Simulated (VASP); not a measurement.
Consider the following.

```
CELL_PARAMETERS angstrom
      2.70400     0.00000     0.00000
      0.00000     2.70400     0.00000
      0.00000     0.00000     2.70400
ATOMIC_POSITIONS crystal
  Rh 0.00000 0.00000 0.00000
  O  0.50000 0.50000 0.50000
```

Calculation: PBEsol GGA, VASP's PBE PAW potentials (set 64) (plane waves; VASP). Run with 520 eV cut-off, 12×12×12 Γ-centred mesh, first-order Methfessel-Paxton smearing of 0.10 eV, potentials Rh_pv O.

Task: The ions, cell shape and volume are relaxed. Give the cell that the relaxation ends in.

Result: 
```
CELL_PARAMETERS angstrom
      2.71760     0.00000     0.00000
      0.00000     2.71760     0.00000
      0.00000     0.00000     2.71760
ATOMIC_POSITIONS crystal
  Rh 0.00000 0.00000 0.00000
  O  0.50000 0.50000 0.50000
```
Space group Pm-3m (221), at a tolerance of 0.03 Å.

Task: How do energy and volume change from the first to the last step?

Result: The energy (σ→0) changes by -1.8 meV/atom and the volume by +1.5 %, in 3 ionic steps.

The structure was generated: RhO was put into the CsCl type type (Pm-3m), which need not be its known phase. This run relaxes it. Symmetry was kept, so distortions that lower it aren't found. The electron count is odd and the run is not spin-polarised, which forces a metal.
